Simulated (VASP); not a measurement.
Calculation: revPBE GGA, VASP's PBE PAW potentials (set 64) (plane waves; VASP 6.6.1).

A VASP calculation is set up with these files.

### POSCAR
```
CoAl
1.0
  2.8600000000   0.0000000000   0.0000000000
  0.0000000000   2.8600000000   0.0000000000
  0.0000000000   0.0000000000   2.8600000000
Al Co
1 1
Cartesian
  1.4300000000   1.4300000000   1.4300000000
  0.0000000000   0.0000000000   0.0000000000
```

### INCAR
```
# general
SYSTEM  = CoAl
PREC    = Accurate
ENCUT   = 520
LREAL   = .False.   # projection in real space or not
LASPH   = .True.

# electronic loop
EDIFF   = 1E-6
NELM    = 100   # most electronic steps
ALGO    = Normal
LMAXMIX = 4   # l cut-off of mixed one-centre charges

# smearing
ISMEAR  = 1
SIGMA   = 0.1

# functional
GGA     = RE   # revPBE

# ions
IBRION  = 2
NSW     = 60   # most ionic steps
ISIF    = 3   # ions, shape and volume
EDIFFG  = -0.01   # ionic stop

# output
LWAVE   = .False.
LCHARG  = .False.
```

KPOINTS:
```
Automatic mesh
0
Gamma
11 11 11
0 0 0
```

POTCAR, in this order: Al Co (PBE.64 set). Program: vasp_std.

The run wrote:

File OSZICAR:
```
       N       E                     dE             d eps       ncg     rms          rms(c)
DAV:   1     0.366229596417E+02    0.36623E+02   -0.53903E+03  1120   0.127E+03
DAV:   2    -0.117247024870E+02   -0.48348E+02   -0.46033E+02  1134   0.190E+02
DAV:   3    -0.129425465644E+02   -0.12178E+01   -0.12075E+01  1300   0.398E+01
DAV:   4    -0.129652607828E+02   -0.22714E-01   -0.22705E-01  1364   0.493E+00
DAV:   5    -0.129659591834E+02   -0.69840E-03   -0.69839E-03  1294   0.836E-01    0.125E+01
DAV:   6    -0.158217545798E+02   -0.28558E+01   -0.72749E+01  1270   0.126E+02    0.179E+01
DAV:   7    -0.113561923626E+02    0.44656E+01   -0.32922E+01  1240   0.810E+01    0.190E+00
DAV:   8    -0.113527095136E+02    0.34828E-02   -0.22470E-01  1156   0.421E+00    0.125E+00
DAV:   9    -0.113394211551E+02    0.13288E-01   -0.45589E-02  1356   0.310E+00    0.298E-01
DAV:  10    -0.113389416970E+02    0.47946E-03   -0.18591E-03  1532   0.608E-01    0.135E-01
DAV:  11    -0.113389363145E+02    0.53825E-05   -0.63574E-05  1566   0.103E-01    0.361E-02
DAV:  12    -0.113389257620E+02    0.10553E-04   -0.59382E-05  1332   0.111E-01    0.570E-03
DAV:  13    -0.113389258058E+02   -0.43859E-07   -0.51846E-07   612   0.740E-03
   1 F= -.11338926E+02 E0= -.11338727E+02  d E =-.113389E+02
       N       E                     dE             d eps       ncg     rms          rms(c)
DAV:   1    -0.113786825519E+02   -0.39757E-01   -0.54004E-01  1204   0.127E+01    0.180E+00
DAV:   2    -0.114580143283E+02   -0.79332E-01   -0.18349E+00  1272   0.195E+01    0.274E+00
DAV:   3    -0.113399179745E+02    0.11810E+00   -0.80543E-01  1296   0.133E+01    0.262E-01
DAV:   4    -0.113391569853E+02    0.76099E-03   -0.28086E-03  1124   0.529E-01    0.898E-02
DAV:   5    -0.113390735130E+02    0.83472E-04   -0.40877E-04  1652   0.239E-01    0.181E-02
DAV:   6    -0.113390773242E+02   -0.38111E-05   -0.97100E-06  1162   0.507E-02    0.354E-03
DAV:   7    -0.113390771283E+02    0.19591E-06   -0.84430E-07   568   0.163E-02
   2 F= -.11339077E+02 E0= -.11338907E+02  d E =-.151322E-03
       N       E                     dE             d eps       ncg     rms          rms(c)
DAV:   1    -0.113483164404E+02   -0.92391E-02   -0.11833E-01  1208   0.591E+00    0.849E-01
DAV:   2    -0.113663094655E+02   -0.17993E-01   -0.40217E-01  1276   0.919E+00    0.132E+00
DAV:   3    -0.113397916936E+02    0.26518E-01   -0.18659E-01  1270   0.633E+00    0.127E-01
DAV:   4    -0.113396033443E+02    0.18835E-03   -0.82966E-04  1136   0.295E-01    0.287E-02
DAV:   5    -0.113395965390E+02    0.68053E-05   -0.48003E-05  1712   0.800E-02    0.826E-03
DAV:   6    -0.113395963360E+02    0.20309E-06   -0.98132E-07   646   0.172E-02
   3 F= -.11339596E+02 E0= -.11339413E+02  d E =-.670530E-03
```

**OUTCAR**
```
------------------------ aborting loop because EDIFF is reached ----------------------------------------
  FORCE on cell =-STRESS in cart. coord.  units (eV):
  Direction    XX          YY          ZZ          XY          YZ          ZX
  --------------------------------------------------------------------------------------
  Total       -0.0067564     -0.0067564     -0.0067564     -0.0000000     -0.0000000     -0.0000000
  in kB       -0.4593754     -0.4593754     -0.4593754     -0.0000000     -0.0000000     -0.0000000
  external PRESSURE =      -0.4593754 kB  Pullay stress =       0.0000000 kB
  volume of cell :       23.56
      direct lattice vectors                 reciprocal lattice vectors
     2.866939252 -0.000000000 -0.000000000     0.348804042 -0.000000000 -0.000000000
     0.000000000  2.866939252 -0.000000000     0.000000000  0.348804042  0.000000000
     0.000000000 -0.000000000  2.866939252     0.000000000  0.000000000  0.348804042
 POSITION                                       TOTAL-FORCE (eV/Angst)
 -----------------------------------------------------------------------------------
      1.43347      1.43347      1.43347        -0.000000      0.000000      0.000000
      0.00000      0.00000      0.00000         0.000000     -0.000000      0.000000
 -----------------------------------------------------------------------------------
    total drift:                                0.000000      0.000000      0.000000
  FREE ENERGIE OF THE ION-ELECTRON SYSTEM (eV)
  ---------------------------------------------------
  free  energy   TOTEN  =       -11.3395963360 eV

  energy  without entropy=      -11.3390451671  energy(sigma->0) =      -11.33941261

 reached required accuracy - stopping structural energy minimisation
```
(Selected blocks of OUTCAR.)

File CONTCAR:
```
CoAl
   1.00000000000000
     2.8669392518016013   -0.0000000000000000   -0.0000000000000000
     0.0000000000000000    2.8669392518016013   -0.0000000000000000
     0.0000000000000000   -0.0000000000000000    2.8669392518016013
  Al              Co
     1     1
Direct
     0.5000000000000000    0.5000000000000000    0.5000000000000000
     0.0000000000000000    0.0000000000000000    0.0000000000000000
```

The compound is CoAl in the CsCl type structure. This run relaxes it. Symmetry was kept, so distortions that lower it aren't found. The run is not spin-polarised, so no magnetic state was tried.
